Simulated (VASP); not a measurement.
Set up this calculation in VASP 6.6.1, as the native input.

```yaml
Task: single point
Functional: PBE
Dispersion: TS
Potentials_or_basis: VASP PAW PBE potentials, release 64 (B_s, Si, H_s)
Cutoff: 400 eV
k_mesh: 1 × 1 × 1
Occupations: gaussian, width 0.01 eV
Spin: no spin polarisation
Further_INCAR_settings: ALGO = Normal; EDIFF = 1e-07; NBANDS = 15
```

The structure of BSiH5 lies in POSCAR:

```
SiBH5
1.0
   12.0000000000      0.0000000000      0.0000000000
    0.0000000000     13.0000000000      0.0000000000
    0.0000000000      0.0000000000     12.0000000000
B Si H
1 1 5
Cartesian
    5.7955500000      5.5249000300      6.4821000000
    5.9278500000      7.4992000200      6.1293000000
    4.7127500400      5.0232999700      6.5679000000
    6.7451499600      4.8113999700      6.6132000000
    5.2227500400      7.8073000200      4.8506000400
    5.2151499600      8.2306000400      7.2174000000
    7.3132500000      8.0327000000      6.0383000400
```

One way to write it, as run:

INCAR

```
SYSTEM = SiBH5
ALGO = Normal
EDIFF = 1E-7
ENCUT = 400
GGA = PE
ISIF = 2
ISMEAR = 0
IVDW = 2
LASPH = .True.
LCHARG = .False.
LREAL = .False.
LWAVE = .False.
NBANDS = 15
NELM = 60
PREC = Accurate
SIGMA = 0.01
```

KPOINTS

```
k-points
0
Gamma
  1 1 1
  0 0 0
```

Potentials or basis: VASP PAW PBE potentials, release 64 (B_s, Si, H_s).

Command:

```bash
$ cat potpaw_PBE.64/B_s/POTCAR potpaw_PBE.64/Si/POTCAR potpaw_PBE.64/H_s/POTCAR > POTCAR
$ mpirun -np 1 vasp_gam > vasp.out
```

It gave:

```yaml
Largest_force: 0.148 eV/Å
Gap_between_the_frontier_levels: 3.75 eV
Hirshfeld_charges: B +0.09; Si +0.22; H -0.05, -0.07 e
Dispersion_energy_per_atom: -0.003 eV
```

It took 2.3 min on 1 thread of AMD EPYC 7R13 Processor (Zen 3) (shared host), peak memory 0.96 GiB.
